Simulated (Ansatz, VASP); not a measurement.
# SiO2: VASP beside Ansatz, part 2 of 2

One calculation is typed for both programs; each brings its own data sets. How far apart do they land? Of the first pair: The cell is taken from a series of runs on this material, whose earlier steps may have relaxed, scaled, displaced or heated it; both programs get it as it stands.

VASP 6.6.1 and Ansatz 0.2.0.

So far: Set-up; VASP: relaxation of cell and atoms, LDA, pair 1; Ansatz: relaxation of cell and atoms, LDA, pair 1; Comparison.

## Step 5: Ansatz: relaxation of cell and atoms, LDA, pair 2

Level of this step: Ansatz beside VASP: Kohn-Sham DFT, plane waves, LDA (Ansatz).

The relaxed volume is the usual yardstick between codes: in a stiff, nearly cubic crystal its relative difference is about their pressure difference at one cell divided by the bulk modulus. Its start cell is another than that of the pair before, and may be another structure of the material.

The two relaxations start from unlike cells of this crystal, so only their ends are compared.

Contents of input.yaml:

```yaml
crystal:
  lattice:
    - [-2.37405, 2.37405, 3.744]
    - [2.37405, -2.37405, 3.744]
    - [2.37405, 2.37405, -3.744]
  atoms:
    - { symbol: Si, position: [0.0, 0.0, 0.0] }
    - { symbol: Si, position: [0.75, 0.25, 0.5] }
    - { symbol: O, position: [0.99838, 0.625, 0.87338] }
    - { symbol: O, position: [0.375, 0.24838, 0.37338] }
    - { symbol: O, position: [0.75162, 0.125, 0.12662] }
    - { symbol: O, position: [0.875, 0.00162, 0.62662] }
kpoints:
  mp_grid: { grid: [6, 6, 6] }
hamiltonian:
  xc: lda
  pseudopotentials: { kind: nc, accuracy: standard }
scf:
  occupations: { method: gaussian, width: 0.02 }
output:
  forces: true
  stress: true
  eigenvalues: true
relax:
  adjacent_minimum: "off"
  f_tol: 0.005
  max_steps: 80
  cell: { stress_tol: 0.05 }
```

Command:

```console
ansatz run input.yaml --threads 4 --pin off --max-ram 7168MiB --backend cpu --events-out ev --progress --plain --runs-dir out
```

Numbers of over 12 decimals in the logs are rounded to 6 here.

What it wrote:

```text
[...]
Crystal: 6 atoms, lattice volume = 84.406 Å³
Basis set: ecut = 1142.878222 eV, 7409 PW (Γ)
Bands: 22, of which v1, the nominal top of the filled ones, is band 16 counted from 1 (15 counted from 0)
Symmetry: 8 space group operations
[...]
k-points: 30 of 216 (time reversal used)
[...]
cell:  # Å, volume = 88.3378 Å³
    - [-2.464613, 2.464613, 3.635710]
    - [2.464613, -2.464613, 3.635710]
    - [2.464613, 2.464613, -3.635710]
  atoms:
    - { symbol: Si, position: [0, 0, 0] }
    - { symbol: Si, position: [0.750000, 0.25, 0.500000] }
    - { symbol: O, position: [0.970993, 0.625, 0.845993] }
    - { symbol: O, position: [0.375000, 0.220993, 0.345993] }
    - { symbol: O, position: [0.779007, 0.125, 0.154007] }
    - { symbol: O, position: [0.875000, 0.029007, 0.654007] }
[key lines of the parts left out:]
SCF converged after 4 iterations
Free energy (F): -2037.388029 eV
Fermi energy:    3.471943 eV
P = ⅓ Tr σ = -0.0380 GPa (-0.380 kbar)
```

## Step 6: VASP: relaxation of cell and atoms, LDA, pair 2

Its own start cell and the same functional (in two slightly different forms), mesh and smearing now go to VASP, with its own data sets.

Contents of INCAR:

```
SYSTEM = SiO2
PREC = Accurate
ENCUT = 600
EDIFF = 1E-07
NELM = 120
ISMEAR = 0
SIGMA = 0.02
LREAL = .FALSE.
ALGO = Normal
GGA = PW92
NBANDS = 22
LORBIT = 11
LWAVE = .FALSE.
LCHARG = .FALSE.
ISIF = 3
IBRION = 2
NSW = 80
EDIFFG = -0.005
LASPH = .TRUE.
GGA_COMPAT = .FALSE.
NELMIN = 4
EFERMI = MIDGAP
KPAR = 2
```

Contents of POSCAR:

```
SiO2
1.0
   -2.4642440596      2.4642440596      3.6411488319
    2.4642440596     -2.4642440596      3.6411488319
    2.4642440596      2.4642440596     -3.6411488319
Si O
2 4
Direct
    0.0000000000      0.0000000000      0.0000000000
    0.7500000000      0.2500000000      0.5000000000
    0.9744395467      0.6250000000      0.8494395467
    0.3750000000      0.2244395467      0.3494395467
    0.7755604533      0.1250000000      0.1505604533
    0.8750000000      0.0255604533      0.6505604533
```

Contents of KPOINTS:

```
Automatic mesh
0
Gamma
6 6 6
0 0 0
```

PAW data sets: Si and O (LDA family, release 64).

Command:

```console
mpirun -np 2 vasp_std
```

What it wrote:

```text
[banner, memory and clock lines left out]
running    2 mpi-ranks, on    1 nodes
[...]
[... a notice as in an earlier step ...]

 LDA part: xc-table for (Slater(with rela. corr.)+PW92), standard interpolation
 POSCAR, INCAR and KPOINTS ok, starting setup
[...]
entering main loop
       N       E                     dE             d eps       ncg     rms          rms(c)
DAV:   1     0.201614449534E+03    0.20161E+03   -0.17618E+04  1320   0.145E+03
DAV:   2    -0.442428634128E+02   -0.24586E+03   -0.23629E+03  1814   0.312E+02
DAV:   3    -0.586303245267E+02   -0.14387E+02   -0.14328E+02  1668   0.810E+01
DAV:   4    -0.587976254378E+02   -0.16730E+00   -0.16716E+00  1638   0.980E+00
[...]
DAV:  12    -0.519546451929E+02    0.15124E-05   -0.36094E-05  1638   0.442E-02    0.716E-03
DAV:  13    -0.519546464650E+02   -0.12720E-05   -0.16289E-06  1626   0.832E-03    0.382E-03
DAV:  14    -0.519546465289E+02   -0.63937E-07   -0.12505E-07  1176   0.258E-03
   1 F= -.51954647E+02 E0= -.51954647E+02  d E =-.519546E+02
[... from here on, the cycles between the ionic steps are left out ...]
   2 F= -.51954653E+02 E0= -.51954653E+02  d E =-.618826E-05
   3 F= -.51954659E+02 E0= -.51954659E+02  d E =-.124529E-04
   4 F= -.51954673E+02 E0= -.51954673E+02  d E =-.137836E-04
   5 F= -.51954684E+02 E0= -.51954684E+02  d E =-.254858E-04
[...]
reached required accuracy - stopping structural energy minimisation
```

Parts of OUTCAR (step 6):

```text
  Total       -0.0015255     -0.0015255     -0.0003697      0.0000000      0.0000000      0.0000000
  in kB       -0.0276369     -0.0276369     -0.0066977      0.0000000      0.0000000      0.0000000
  external PRESSURE =      -0.0206572 kB  Pullay stress =       0.0000000 kB

 POSITION                                       TOTAL-FORCE (eV/Angst)
 -----------------------------------------------------------------------------------
      0.00000      0.00000      0.00000         0.000000     -0.000000     -0.000000
      0.00000      2.46271      1.82266         0.000000     -0.000000     -0.000000
      1.23136      2.95210      2.73399         0.000000      0.000063      0.000000
      0.48939      1.23136      0.91133         0.000063     -0.000000      0.000000
     -1.23136      1.97332      2.73399         0.000000     -0.000063     -0.000000
     -0.48939      3.69407      0.91133        -0.000063     -0.000000     -0.000000
 -----------------------------------------------------------------------------------
    total drift:                                0.000001      0.000001      0.000000

  FREE ENERGIE OF THE ION-ELECTRON SYSTEM (eV)
  ---------------------------------------------------
  free  energy   TOTEN  =       -51.9546844676 eV

  energy  without entropy=      -51.9546844676  energy(sigma->0) =      -51.95468447

[... 1 part as in an earlier step ...]

[... 3 further parts left out ...]
[key lines of the parts left out:]
E-fermi :   2.2829
```

## Step 7: Differences

Compared:

| quantity | Ansatz | VASP | difference |
| --- | --- | --- | --- |
| volume (Å³) | 88.34 | 88.43 | -0.11 % |
| edge a after relaxation, in the typed setting (Å) | 5.037 | 5.042 | -0.10 % |

## Step 8: Summary of results

```yaml
difference_in_volume_relaxation_of_cell_and_atoms_lda_pair_1: -0.46 %
difference_in_volume_relaxation_of_cell_and_atoms_lda_pair_2: -0.11 %
```

The difference in volume is -0.46 % (relaxation of cell and atoms, LDA, pair 1), within the 1.2 % picked in this series as the mark of a large difference, as far as the stopping tolerances let one tell. Such differences can come from data sets, numerical settings and the points named under the comparisons, not from the functional's error against experiment.

[Lines on the potential files, build, host, timing and source positions are cut from VASP's logs without a mark.]

[Logs are printed without paths, hosts, clocks, repeated set-up lines and the standing remarks that a program may print on its own settings, such as how far it seeks lower states.]

[Hosts, paths, dates, database ids (printed as entryN), source tags and the programs' standing remarks are cut or masked in the printed files.]
